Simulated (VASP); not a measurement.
Level of theory: PBE GGA with D3 dispersion (zero damping), VASP's PBE PAW potentials (set 64) (plane waves; VASP).

VASP ran on this input.

KPOINTS:
```
Automatic mesh
0
Gamma
5 5 5
0 0 0
```

### INCAR
```
SYSTEM = SrTiO3
PREC = Accurate
ENCUT = 520
EDIFF = 1E-6
NELM = 100
ALGO = Normal
LREAL = .FALSE.
LASPH = .TRUE.
ISMEAR = 0
SIGMA = 0.05
GGA = PE
IVDW = 11
LMAXMIX = 4
LWAVE = .FALSE.
LCHARG = .FALSE.
IBRION = 2
ISIF = 3
NSW = 60
EDIFFG = -0.02
```

**POSCAR**
```
SrTiO3
1.0
  3.9233336228   0.0000000000   0.0000000000
  0.0000000000   3.9233336228   0.0000000000
  0.0000000000   0.0000000000   3.9233336228
Sr Ti O
1 1 3
direct
  0.0000000000   0.0000000000   0.0000000000
  0.5000000000   0.5000000000   0.5000000000
  0.5000000000   0.0000000000   0.5000000000
  0.0000000000   0.5000000000   0.5000000000
  0.5000000000   0.5000000000   0.0000000000
```

POTCAR, in this order: Sr_sv Ti_sv O (PBE.64 set). Program: vasp_std.

The run wrote:

File OUTCAR:
```
 ion  position               nearest neighbor table
   1  0.000  0.000  0.000-   3 2.77   4 2.77   5 2.77   3 2.77   4 2.77   4 2.77   5 2.77   4 2.77
                             3 2.77   5 2.77   3 2.77   5 2.77   2 3.40   2 3.40   2 3.40   2 3.40
   2  0.500  0.500  0.500-   3 1.96   4 1.96   5 1.96   5 1.96   3 1.96   4 1.96   1 3.40   1 3.40
                             1 3.40   1 3.40   1 3.40   1 3.40   1 3.40   1 3.40
   3  0.500  0.000  0.500-   2 1.96   2 1.96   1 2.77   1 2.77   1 2.77   1 2.77
   4  0.000  0.500  0.500-   2 1.96   2 1.96   1 2.77   1 2.77   1 2.77   1 2.77
   5  0.500  0.500  0.000-   2 1.96   2 1.96   1 2.77   1 2.77   1 2.77   1 2.77
  LATTYP: Found a simple cubic cell.
 ALAT       =     3.9233336228
 Subroutine PRICEL returns:
 Original cell was already a primitive cell.
 Subroutine GETGRP returns: Found 48 space group operations
The static configuration has the point symmetry O_h .
The dynamic configuration has the point symmetry O_h .
 Subroutine INISYM returns: Found 48 space group operations
 Subroutine IBZKPT returns following result:
 Found     10 irreducible k-points:

 Following reciprocal coordinates:
            Coordinates               Weight
  0.000000  0.000000  0.000000      1.000000
  0.200000  0.000000  0.000000      6.000000
  0.400000  0.000000  0.000000      6.000000
  0.200000  0.200000  0.000000     12.000000
...
```

OSZICAR:
```
       N       E                     dE             d eps       ncg     rms          rms(c)
DAV:   1     0.470607042706E+03    0.47061E+03   -0.21915E+04   480   0.186E+03
DAV:   2     0.506060111009E+01   -0.46555E+03   -0.45584E+03   552   0.506E+02
DAV:   3    -0.479771753952E+02   -0.53038E+02   -0.51904E+02   688   0.158E+02
DAV:   4    -0.503721905798E+02   -0.23950E+01   -0.23933E+01   680   0.312E+01
DAV:   5    -0.504454499879E+02   -0.73259E-01   -0.73257E-01   672   0.433E+00    0.268E+01
DAV:   6    -0.401434933484E+02    0.10302E+02   -0.66949E+01   712   0.746E+01    0.160E+01
DAV:   7    -0.401614608022E+02   -0.17967E-01   -0.90246E+00   600   0.234E+01    0.104E+01
DAV:   8    -0.401941456525E+02   -0.32685E-01   -0.20745E+00   600   0.153E+01    0.301E+00
DAV:   9    -0.400973017713E+02    0.96844E-01   -0.51950E-01   608   0.714E+00    0.896E-01
DAV:  10    -0.401016708395E+02   -0.43691E-02   -0.11637E-01   672   0.245E+00    0.813E-01
DAV:  11    -0.400938588867E+02    0.78120E-02   -0.64674E-02   728   0.212E+00    0.187E-01
DAV:  12    -0.400936578733E+02    0.20101E-03   -0.27343E-03   640   0.583E-01    0.873E-02
DAV:  13    -0.400936134892E+02    0.44384E-04   -0.46477E-04   744   0.199E-01    0.382E-02
DAV:  14    -0.400936232198E+02   -0.97305E-05   -0.67171E-05   672   0.640E-02    0.170E-02
DAV:  15    -0.400936207279E+02    0.24919E-05   -0.14622E-05   616   0.422E-02    0.569E-03
DAV:  16    -0.400936213989E+02   -0.67104E-06   -0.17988E-06   344   0.116E-02
   1 F= -.40989947E+02 E0= -.40989947E+02  d E =-.409899E+02
       N       E                     dE             d eps       ncg     rms          rms(c)
DAV:   1    -0.400930907979E+02    0.52993E-03   -0.74986E-02   560   0.293E+00    0.463E-01
DAV:   2    -0.400907723641E+02    0.23184E-02   -0.82586E-03   552   0.952E-01    0.163E-01
DAV:   3    -0.400904184541E+02    0.35391E-03   -0.23082E-03   592   0.317E-01    0.567E-02
DAV:   4    -0.400904297405E+02   -0.11286E-04   -0.46369E-04   672   0.117E-01    0.527E-02
DAV:   5    -0.400904449077E+02   -0.15167E-04   -0.49432E-05   792   0.685E-02    0.423E-02
DAV:   6    -0.400904601617E+02   -0.15254E-04   -0.20056E-05   624   0.257E-02    0.231E-02
DAV:   7    -0.400904718041E+02   -0.11642E-04   -0.16966E-05   744   0.242E-02    0.451E-03
DAV:   8    -0.400904732492E+02   -0.14451E-05   -0.18474E-06   408   0.887E-03    0.135E-03
DAV:   9    -0.400904734549E+02   -0.20570E-06   -0.40949E-07   264   0.494E-03
   2 F= -.40989921E+02 E0= -.40989921E+02  d E =0.265802E-04
       N       E                     dE             d eps       ncg     rms          rms(c)
DAV:   1    -0.400931109804E+02   -0.26377E-02   -0.23214E-02   552   0.163E+00    0.256E-01
DAV:   2    -0.400924086770E+02    0.70230E-03   -0.25700E-03   552   0.528E-01    0.915E-02
DAV:   3    -0.400922965498E+02    0.11213E-03   -0.73164E-04   592   0.175E-01    0.327E-02
DAV:   4    -0.400922970154E+02   -0.46561E-06   -0.14432E-04   672   0.650E-02    0.301E-02
DAV:   5    -0.400922998053E+02   -0.27899E-05   -0.14850E-05   792   0.395E-02    0.238E-02
DAV:   6    -0.400923027826E+02   -0.29773E-05   -0.69311E-06   552   0.147E-02    0.126E-02
DAV:   7    -0.400923037060E+02   -0.92340E-06   -0.54067E-06   720   0.131E-02
   3 F= -.40990015E+02 E0= -.40990015E+02  d E =-.676032E-04
```

OUTCAR:
```
------------------------ aborting loop because EDIFF is reached ----------------------------------------
 Edisp (eV)   -0.89771
  FORCE on cell =-STRESS in cart. coord.  units (eV):
  Direction    XX          YY          ZZ          XY          YZ          ZX
  --------------------------------------------------------------------------------------
  Total       0.00426     0.00426     0.00426     0.00000     0.00000    -0.00000
  in kB       0.11312     0.11312     0.11312     0.00000     0.00000    -0.00000
  external pressure =        0.11 kB  Pullay stress =        0.00 kB
  volume of cell :       60.31
      direct lattice vectors                 reciprocal lattice vectors
     3.921511791  0.000000000  0.000000000     0.255003696  0.000000000  0.000000000
    -0.000000000  3.921511791 -0.000000000    -0.000000000  0.255003696  0.000000000
    -0.000000000 -0.000000000  3.921511791    -0.000000000  0.000000000  0.255003696
 POSITION                                       TOTAL-FORCE (eV/Angst)
 -----------------------------------------------------------------------------------
      0.00000      0.00000      0.00000         0.000000      0.000000      0.000000
      1.96076      1.96076      1.96076        -0.000000     -0.000000      0.000000
      1.96076     -0.00000      1.96076         0.000000     -0.000000      0.000000
     -0.00000      1.96076      1.96076        -0.000000     -0.000000      0.000000
      1.96076      1.96076      0.00000         0.000000      0.000000      0.000000
 -----------------------------------------------------------------------------------
    total drift:                                0.000000      0.000000     -0.000000
  FREE ENERGIE OF THE ION-ELECTRON SYSTEM (eV)
  ---------------------------------------------------
  free  energy   TOTEN  =       -40.9900147806 eV

  energy  without entropy=      -40.9900147806  energy(sigma->0) =      -40.99001478

 reached required accuracy - stopping structural energy minimisation
```
(Selected blocks of OUTCAR.)

File CONTCAR:
```
SrTiO3
   1.00000000000000
     3.9215117905356043    0.0000000000000000    0.0000000000000000
    -0.0000000000000000    3.9215117905356043   -0.0000000000000000
    -0.0000000000000000   -0.0000000000000000    3.9215117905356043
  Sr              Ti              O
     1     1     3
Direct
     0.0000000000000000    0.0000000000000000    0.0000000000000000
     0.5000000000000000    0.5000000000000000    0.5000000000000000
     0.5000000000000000    0.0000000000000000    0.5000000000000000
     0.0000000000000000    0.5000000000000000    0.5000000000000000
     0.5000000000000000    0.5000000000000000    0.0000000000000000
```

The compound is SrTiO3 in the cubic perovskite structure, the ideal cubic form; the compound distorts at low or room temperature. This run relaxes it. Symmetry was kept, so distortions that lower it aren't found. The start is the result of an earlier pass.
